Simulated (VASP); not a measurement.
# Settings for SiF₂: screened Coulomb integrals of an active space by constrained RPA

SiF₂, molecule in box, 3 atoms in the cell. PBE, constrained RPA for the effective Coulomb interaction; PAW potentials F_GW, Si_GW (PBE set). VASP 6.6.1.

Wanted: screened U within a state, mean within 0.1 eV; bare U within a state, mean within 0.2 eV.

Target states: HOMO and LUMO.

POSCAR of the starting run:
```
SiF2
1.0
    6.0200000000      0.0000000000      0.0000000000
    0.0000000000      7.4500000000      0.0000000000
    0.0000000000      0.0000000000      5.5600000000
F Si
2 1
Direct
    0.5414368700      0.6642416200      0.5503147500
    0.5850083100      0.3357583800      0.5271672700
    0.4149916900      0.4906577200      0.4496852500
```

The series start from Empty bands asked for: 90; Cutoff of the response function (eV): 80; Plane-wave cutoff (eV): 420; Room around the molecule (Å): 5. Each series keeps the choices made before it, and each single choice may use up half of a tolerance. Times cover all steps of a run.

## Empty bands asked for

| Empty bands asked for | Screened U within a state, mean (eV) | Bare U within a state, mean (eV) | Time (s) |
|---|---|---|---|
| 15 | 8.88 | 10.68 | 66 |
| 40 | 8.52 | 10.68 | 66 |
| 90 | 8.42 | 10.68 | 77 |
| 180 | 8.38 | 10.68 | 66 |
| 320 (reference) | 8.37 | 10.68 | 67 |

Chosen: 90, the loosest value from which every tighter one stays within half of the tolerance.

## Cutoff of the response function (eV)

| Cutoff of the response function (eV) | Screened U within a state, mean (eV) | Bare U within a state, mean (eV) | Time (s) |
|---|---|---|---|
| 50 | 8.43 | 10.68 | 66 |
| 80 | 8.42 | 10.68 | 77 |
| 120 | 8.41 | 10.68 | 66 |
| 180 (reference) | 8.41 | 10.68 | 69 |

Chosen: 50.

## Plane-wave cutoff (eV)

| Plane-wave cutoff (eV) | Screened U within a state, mean (eV) | Bare U within a state, mean (eV) | Time (s) |
|---|---|---|---|
| 280 | 8.48 | 10.73 | 16 |
| 350 | 8.45 | 10.71 | 32 |
| 420 (reference) | 8.43 | 10.68 | 66 |

Chosen: 350.

## Room around the molecule (Å)

| Room around the molecule (Å) | Screened U within a state, mean (eV) | Bare U within a state, mean (eV) | Time (s) |
|---|---|---|---|
| 3.5 | 8.12 | 11.49 | 6.6 |
| 4.25 | 8.36 | 10.98 | 13 |
| 5 | 8.45 | 10.71 | 32 |
| 6 (reference) | 8.55 | 10.44 | 101 |

Chosen: 6; the next looser run is off by more than half of the tolerance, so convergence isn't shown beyond this value.

## All choices together

| Input | Screened U within a state, mean (eV) | Bare U within a state, mean (eV) | Time (s) |
|---|---|---|---|
| defaults (naive) | 9.22 | 10.68 | 335 |
| chosen settings | 8.49 | 10.44 | 110 |
| reference settings throughout | 8.41 | 10.42 | 219 |

The chosen settings stay within the tolerance of the reference run, but the reference itself isn't shown to be converged in: Room around the molecule (Å).

1 cheaper combination failed this check first and made the worst setting one step tighter.

## The input

INCAR.step1:
```
SYSTEM = SiF2
  ENCUT = 350
  PREC = Accurate
  ISMEAR = -1
  SIGMA = 0.02
  LASPH = .True.
  EDIFF = 1E-7
  GGA = PE
  ALGO = Normal
  NELM = 150
  LWAVE = .True.
  LCHARG = .False.
```

INCAR.step2, as INCAR.step1 but for:
```
- ALGO = Normal
- NELM = 150
+ ALGO = Exact
+ NELM = 1
+ NBANDS = 189
+ LOPTICS = .True.
```

INCAR.step3:
```
SYSTEM = SiF2
  ENCUT = 350
  PREC = Accurate
  ISMEAR = -1
  SIGMA = 0.02
  LASPH = .True.
  GGA = PE
  ALGO = CRPA
  NBANDS = 192
  ENCUTGW = 50
  PRECFOCK = Fast
  LOCALIZED_BASIS = BLOCH
  LWAVE = .False.
  LCHARG = .False.
  NCRPA_BANDS = 9 10
  NTARGET_STATES = 9 10
```

KPOINTS:
```
k-points
0
Gamma
  1 1 1
```

POSCAR:
```
SiF2
1.0
    7.0200000000      0.0000000000      0.0000000000
    0.0000000000      8.4500000000      0.0000000000
    0.0000000000      0.0000000000      6.5600000000
F Si
2 1
Direct
    0.5355341800      0.6448047400      0.5426448200
    0.5728988600      0.3551952600      0.5230259100
    0.4271011400      0.4917633100      0.4573551800
```

Commands (each step's output is kept before the next begins):
```
cat potpaw_PBE.64/F_GW/POTCAR potpaw_PBE.64/Si_GW/POTCAR > POTCAR
cp INCAR.step1 INCAR
mpirun -np 4 vasp_std > vasp.out
cp INCAR.step2 INCAR
mpirun -np 4 vasp_std > vasp.out
cp INCAR.step3 INCAR
mpirun -np 4 vasp_std > vasp.out
```

The chosen input took VASP 6.6.1 110 s on 4 cores (Intel Xeon Platinum 8259CL @ 2.50GHz (Skylake/Cascade Lake)), a shared host.
